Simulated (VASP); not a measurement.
Input of a VASP 6.6.1 run:

INCAR

```
SYSTEM = SbW2
  PREC = Accurate
  ENCUT = 600
  EDIFF = 1E-6
  ISMEAR = -1
  SIGMA = 0.05
  LREAL = .False.
  LASPH = .True.
  NELM = 100
  ALGO = Fast
  ISIF = 3
  LWAVE = .False.
  LCHARG = .False.
  GGA = PS
  IBRION = 2
  NSW = 60
  EDIFFG = -0.02
```

File KPOINTS:

```
regular mesh
0
Gamma
  7 7 7
  0 0 0
```

The input POSCAR:

```
SbW2
1.0
    0.0000000000      3.1330100000      3.1330100000
    3.1330100000      0.0000000000      3.1330100000
    3.1330100000      3.1330100000      0.0000000000
Sb W
1 2
Direct
    0.5000000000      0.5000000000      0.5000000000
    0.2500000000      0.2500000000      0.2500000000
    0.7500000000      0.7500000000      0.7500000000
```

Potentials or basis: VASP PAW PBE potentials, release 64 (Sb, W_sv).

The run is started by

```sh
$ cat potpaw_PBE.64/Sb/POTCAR potpaw_PBE.64/W_sv/POTCAR > POTCAR
$ mpirun -np 1 vasp_std > vasp.out
```

**Question.** What does it give for the relaxed volume?

**Answer.** 19.92 Å³/atom.

**Question.** What does it give for the relaxed cell?

**Answer.** a = 4.389 Å, b = 4.389 Å, c = 4.389 Å, α = 60.00°, β = 60.00°, γ = 60.00°.

**Question.** Estimate the space group after relaxing (to 0.05 Å).

**Answer.** Fm-3m (No. 225).

Final structure:
```
Sb W
1.0
     0.00000    3.10329    3.10329
     3.10329    0.00000    3.10329
     3.10329    3.10329    0.00000
Sb W
1 2
Direct
  0.50000 0.50000 0.50000
  0.25000 0.25000 0.25000
  0.75000 0.75000 0.75000
```

Caveat: the bands computed are all filled at some k points, so no gap is given; the PAW data sets were made with another functional, which shifts forces and pressure a little. Spin-orbit coupling is left out, which matters for the levels of Sb, W.
